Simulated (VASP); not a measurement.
# Tl3MoIr (Pm-3m) in VASP: further runs

Runs on Tl3MoIr. Level: PBE. Tasks: single point, relaxation of cell and atoms.

Everything below comes from runs of VASP 6.6.1. Logs are shortened: lines on timing, memory, paths and dates and some standing lists are left out, and cuts for length are marked.

### Step 1. The cell of the first run

Symmetry: Pm-3m, No. 221, cubic system. The conventional cell has a = 5.316 Å, b = 5.316 Å, c = 5.316 Å, α = 90.00°, β = 90.00°, γ = 90.00°. Tl (site symmetry 4/mmm) is surrounded by 2 Mo at 2.66 Å. Mo (site symmetry m-3m) has 6 Tl at 2.66 Å as nearest neighbours. Around Ir (site symmetry m-3m) lie 12 Tl at 3.76 Å.

The cell was built by a generator and needn't be a form met in nature.

### Step 2. Single point, PBE (species swapped into the Lu3GaC type (Pm-3m, No. 221))

INCAR

```
PREC = Accurate ; ENCUT = 520
EDIFF = 1E-7 ; ISMEAR = 0
SIGMA = 0.1 ; LREAL = F
LASPH = T ; NELM = 100
ALGO = Normal ; ISIF = 2
LWAVE = F ; LCHARG = F
GGA = PE ; NBANDS = 39
```

KPOINTS

```
regular mesh
0
Gamma
  4 4 4
```

POSCAR

```
Tl3MoIr
1.0
    5.3157573952      0.0000000000      0.0000000000
    0.0000000000      5.3157573952      0.0000000000
    0.0000000000      0.0000000000      5.3157573952
Tl Mo Ir
3 1 1
Direct
    0.5000000000      0.0000000000      0.0000000000
    0.0000000000      0.5000000000      0.0000000000
    0.0000000000      0.0000000000      0.5000000000
    0.0000000000      0.0000000000      0.0000000000
    0.5000000000      0.5000000000      0.5000000000
```

Potentials or basis: VASP PAW PBE potentials, release 64 (Tl_d, Mo_sv, Ir).

On the command line:

```bash
cat potpaw_PBE.64/Tl_d/POTCAR potpaw_PBE.64/Mo_sv/POTCAR potpaw_PBE.64/Ir/POTCAR > POTCAR
mpirun -np 1 vasp_std > vasp.out
```

OUTCAR:

```text
PREC = Accurate
   ENCUT = 520
   EDIFF = 1E-7
   ISMEAR = 0
   LREAL = F
   LASPH = T
   NELM = 100
   ISIF = 2
   GGA = PE

 ion  position               nearest neighbor table
   1  0.500  0.000  0.000-   4 2.66   4 2.66   2 3.76   5 3.76   3 3.76   5 3.76   2 3.76   5 3.76
                             5 3.76   2 3.76   3 3.76   3 3.76   3 3.76   2 3.76
   2  0.000  0.500  0.000-   4 2.66   4 2.66   1 3.76   5 3.76   3 3.76   5 3.76   1 3.76   3 3.76
                             3 3.76   3 3.76   1 3.76   5 3.76   5 3.76   1 3.76
   3  0.000  0.000  0.500-   4 2.66   4 2.66   1 3.76   5 3.76   1 3.76   2 3.76   2 3.76   2 3.76
                             5 3.76   2 3.76   1 3.76   5 3.76   1 3.76   5 3.76
   4  0.000  0.000  0.000-   1 2.66   2 2.66   3 2.66   3 2.66   2 2.66   1 2.66
   5  0.500  0.500  0.500-   1 3.76   2 3.76   3 3.76   1 3.76   2 3.76   1 3.76   3 3.76   1 3.76
                             2 3.76   3 3.76   2 3.76   3 3.76

  LATTYP: Found a simple cubic cell.
 ALAT       =     5.3157573952

  Lattice vectors:

 A1 = (   5.3157573952,   0.0000000000,   0.0000000000)
 A2 = (   0.0000000000,   5.3157573952,   0.0000000000)
 A3 = (   0.0000000000,   0.0000000000,   5.3157573952)

Analysis of symmetry for initial positions (statically):
=====================================================================
 Subroutine PRICEL returns:
 Original cell was already a primitive cell.

 Routine SETGRP: Setting up the symmetry group for a
 simple cubic supercell.

 Subroutine GETGRP returns: Found 48 space group operations
 (whereof 48 operations were pure point group operations)
 out of a pool of 48 trial point group operations.

The static configuration has the point symmetry O_h .

Analysis of symmetry for dynamics (positions and initial velocities):
=====================================================================
 Subroutine PRICEL returns:
 Original cell was already a primitive cell.

 Routine SETGRP: Setting up the symmetry group for a
 simple cubic supercell.

 Subroutine GETGRP returns: Found 48 space group operations
 (whereof 48 operations were pure point group operations)
 out of a pool of 48 trial point group operations.

The dynamic configuration has the point symmetry O_h .

 Subroutine INISYM returns: Found 48 space group operations
 (whereof 48 operations are pure point group operations),
 and found     1 'primitive' translations

[... 87 lines left out ...]
   EDIFFG = 0.1E-05   stopping-criterion for IOM
   NSW    =      0    number of steps for IOM
   IBRION =     -1    ionic relax: 0-MD 1-quasi-New 2-CG
   NFREE  =      0    steps in history (QN), initial steepest desc. (CG)
   ISIF   =      2    stress and relaxation
   ISYM   =      2    0-nonsym 1-usesym 2-fastsym
   POTIM  = 0.5000    time-step for ionic-motion
   TEBEG  =    0.0;   TEEND  =   0.0 temperature during run
   PSTRESS=    0.0 pullay stress
   NELECT =      62.0000    total number of electrons
   NUPDOWN=      -1.0000    fix difference up-down
   EMIN   =  10.00;   EMAX   =-10.00  energy-range for DOS
   EFERMI =   0.00;   METHOD = LEGACY
   ISMEAR =     0;   SIGMA  =   0.10  broadening in eV -4-tet -1-fermi 0-gaus
   EFERMI_NEDOS =   21; number of points for ismear=-14 and -15
   IALGO  =     38    algorithm
   IMIX   =      4    mixing-type and parameters
     AMIX     =   0.40;   BMIX     =  1.00
     AMIX_MAG =   1.60;   BMIX_MAG =  1.00
  volume/ion in A,a.u.               =      30.04       202.73
  Fermi-wavevector in a.u.,A,eV,Ry     =   1.218915  2.303416 20.214922  1.485755
  Thomas-Fermi vector in A             =   2.354186
   LORBIT       =      0    0 simple, 1 ext, 2 COOP (PROOUT), +10 PAW based schemes
   GGA     = PE    functional components
   LHFCALC =     F    Hartree Fock is set to
   AEXX    =    0.0000 exact exchange contribution
   IVDW    =     0    specifies the selected vdW correction
   LEPSILON=     F    determine dielectric tensor
   LRPA    =     F    only Hartree local field effects (RPA)
 non-spin polarized calculation
 Gauss-broadening in eV      SIGMA  =   0.10
  energy-cutoff  :      520.00
  volume of cell :      150.21
 maximum number of plane-waves:      4076
 NGX is ok and might be reduce to    40
   NGX = 19   NGY = 19   NGZ = 19

 number of electron      62.0000036 magnetization

 Free energy of the ion-electron system (eV)
  ---------------------------------------------------
  ext. energy  EPLUGINS =         0.00000000
  ---------------------------------------------------
  free energy    TOTEN  =       -17.96966933 eV

  energy without entropy =      -17.88976283  energy(sigma->0) =      -17.92971608

 E-fermi :   4.3052     XC(G=0):  -9.7056

 val. band max:        4.2973976576   @ k =   0.5000   0.2500   0.0000
 cond. band min:       4.3240497244   @ k =   0.5000   0.2500   0.2500
 fundamental gap:      0.0266520668
 Fermi energy:         4.3052402509

 k-point     1 :       0.0000    0.0000    0.0000
  band No.  band energies     occupation
      1     -56.1085      2.00000
      2     -30.2751      2.00000
      3     -30.2751      2.00000
      4     -30.2751      2.00000
      5      -7.0730      2.00000
      6      -6.9603      2.00000
[... 409 lines left out ...]
     38      11.5656      0.00000
     39      11.5656      0.00000

------------------------ aborting loop because EDIFF is reached ----------------------------------------

  FORCE on cell =-STRESS in cart. coord.  units (eV):
  Direction    XX          YY          ZZ          XY          YZ          ZX
  --------------------------------------------------------------------------------------
  -------------------------------------------------------------------------------------
  Total       -0.3577059     -0.3577059     -0.3577059      0.0000000     -0.0000000      0.0000000
  in kB       -3.8154100     -3.8154100     -3.8154100      0.0000000     -0.0000000      0.0000000
  external PRESSURE =      -3.8154100 kB  Pullay stress =       0.0000000 kB

 VOLUME and BASIS-vectors are now :
 -----------------------------------------------------------------------------
  energy-cutoff  :      520.00
  volume of cell :      150.21
      direct lattice vectors                 reciprocal lattice vectors
     5.315757395  0.000000000  0.000000000     0.188119947  0.000000000  0.000000000
     0.000000000  5.315757395  0.000000000     0.000000000  0.188119947  0.000000000
     0.000000000  0.000000000  5.315757395     0.000000000  0.000000000  0.188119947

 POSITION                                       TOTAL-FORCE (eV/Angst)
 -----------------------------------------------------------------------------------
      2.65788      0.00000      0.00000         0.000000      0.000000      0.000000
      0.00000      2.65788      0.00000         0.000000      0.000000      0.000000
      0.00000      0.00000      2.65788         0.000000      0.000000      0.000000
      0.00000      0.00000      0.00000         0.000000      0.000000      0.000000
      2.65788      2.65788      2.65788         0.000000      0.000000      0.000000
 -----------------------------------------------------------------------------------
    total drift:                                0.000000      0.000000     -0.000000

  FREE ENERGIE OF THE ION-ELECTRON SYSTEM (eV)
  ---------------------------------------------------
  free  energy   TOTEN  =       -17.9696693273 eV

  energy  without entropy=      -17.8897628316  energy(sigma->0) =      -17.92971608
```

OSZICAR:

```text
N       E                     dE             d eps       ncg     rms          rms(c)
DAV:   1     0.454511336430E+03    0.45451E+03   -0.31463E+04   780   0.149E+03
DAV:   2     0.187786162266E+01   -0.45263E+03   -0.43634E+03   780   0.379E+02
DAV:   3    -0.179107034056E+02   -0.19789E+02   -0.17994E+02   902   0.709E+01
DAV:   4    -0.186273824053E+02   -0.71668E+00   -0.69248E+00   906   0.122E+01
DAV:   5    -0.186528230415E+02   -0.25441E-01   -0.25408E-01   885   0.216E+00    0.134E+01
DAV:   6    -0.262694563488E+02   -0.76166E+01   -0.52858E+01   951   0.200E+01    0.195E+01
DAV:   7    -0.185474334533E+02    0.77220E+01   -0.86791E+00   953   0.134E+01    0.772E+00
DAV:   8    -0.185866566062E+02   -0.39223E-01   -0.88449E+00   984   0.750E+00    0.106E+01
DAV:   9    -0.182367297093E+02    0.34993E+00   -0.75590E+00   945   0.518E+00    0.445E+00
DAV:  10    -0.180284495285E+02    0.20828E+00   -0.23763E-01   943   0.152E+00    0.240E+00
DAV:  11    -0.179803552018E+02    0.48094E-01   -0.73143E-02   946   0.876E-01    0.110E+00
DAV:  12    -0.179785747047E+02    0.17805E-02   -0.41943E-03   837   0.313E-01    0.978E-01
DAV:  13    -0.179698837913E+02    0.86909E-02   -0.36943E-02   983   0.412E-01    0.961E-02
DAV:  14    -0.179696767030E+02    0.20709E-03   -0.63156E-04   822   0.960E-02    0.389E-02
DAV:  15    -0.179697361616E+02   -0.59459E-04   -0.14388E-04   965   0.273E-02    0.885E-02
DAV:  16    -0.179696710419E+02    0.65120E-04   -0.25787E-04   959   0.348E-02    0.535E-03
DAV:  17    -0.179696693087E+02    0.17332E-05   -0.30863E-06   722   0.701E-03    0.316E-03
DAV:  18    -0.179696693273E+02   -0.18620E-07   -0.17947E-07   702   0.170E-03
   1 F= -.17969669E+02 E0= -.17929716E+02  d E =-.799065E-01
```

Wall time 56 s (1 thread of Intel Xeon Platinum 8488C (Sapphire Rapids), shared host); peak memory 0.26 GiB.

Results:

```
Free energy            : -17.9697 eV
Pressure               : -0.4 GPa
Band gap on the k mesh : none (metal or under the smearing width)
```

### Step 3. Relaxation of cell and atoms, PBE (species swapped into the Lu3GaC type (Pm-3m, No. 221))

INCAR

```
SYSTEM = Tl3MoIr
ALGO = Normal
EDIFF = 1E-6
EDIFFG = -0.04
ENCUT = 600
GGA = PE
IBRION = 2
ISIF = 3
ISMEAR = 0
LASPH = .True.
LCHARG = .False.
LREAL = .False.
LWAVE = .False.
NELM = 100
NSW = 90
PREC = Accurate
SIGMA = 0.1
```

KPOINTS

```
k-points
0
Gamma
  4 4 4
  0 0 0
```

POSCAR, as its differences from that of step 2:

```diff
@@ -2,5 +2,5 @@
 1.0
-    5.3157573952      0.0000000000      0.0000000000
-    0.0000000000      5.3157573952      0.0000000000
-    0.0000000000      0.0000000000      5.3157573952
+    5.0686602100      0.0000000000      0.0000000000
+    0.0000000000      5.0686602100      0.0000000000
+    0.0000000000      0.0000000000      5.0686602100
 Tl Mo Ir
```

Potentials or basis: VASP PAW PBE potentials, release 64 (Tl_d, Mo_sv, Ir).

On the command line:

```bash
cat potpaw_PBE.64/Tl_d/POTCAR potpaw_PBE.64/Mo_sv/POTCAR potpaw_PBE.64/Ir/POTCAR > POTCAR
mpirun -np 1 vasp_std > vasp.out
```

It took 2.4 min on 1 thread of Intel Xeon Platinum 8488C (Sapphire Rapids), shared host; peak memory 0.29 GiB.

It converged, with:

```
Free energy                            : -17.9646 eV
Relaxed volume                         : 29.78 Å³/atom
Relaxed cell                           : a = 5.300 Å, b = 5.300 Å, c = 5.300 Å, α = 90.00°, β = 90.00°, γ = 90.00°
Space group after relaxing (to 0.05 Å) : Pm-3m (No. 221)
Energy gained by relaxing              : 91.2 meV/atom
Ionic steps                            : 3
Pressure after relaxing                : 0.0 GPa
Band gap on the k mesh                 : none (metal or under the smearing width)
```

Step by step:
```csv
step,energy change (eV),largest force (eV/Å),pressure (GPa),volume (Å³)
1,0.0000,0.0000,8.90,130.22
2,-0.3623,0.0000,-2.67,159.44
3,-0.4559,0.0000,0.03,148.90
```

Final structure:
```
Tl Mo Ir
1.0
     5.30033    0.00000    0.00000
     0.00000    5.30033    0.00000
     0.00000    0.00000    5.30033
Tl Mo Ir
3 1 1
Direct
  0.50000 0.00000 0.00000
  0.00000 0.50000 0.00000
  0.00000 0.00000 0.50000
  0.00000 0.00000 0.00000
  0.50000 0.50000 0.50000
```

Levels at points of the mesh, in eV from the Fermi level:
```tsv
k point	band 29	band 30	band 31	band 32	band 33	band 34
(0.00, 0.00, 0.00)	-0.33	-0.33	0.20	0.36	0.36	0.36
(0.50, 0.00, 0.00)	-0.65	-0.38	-0.12	0.27	1.31	1.31
(0.50, 0.50, 0.00)	-0.28	-0.16	0.04	0.04	0.14	1.91
(0.50, 0.50, 0.50)	-0.51	-0.23	-0.23	-0.11	-0.11	-0.11
```

Spin-orbit coupling is left out, which matters for the levels of Ir, Tl.
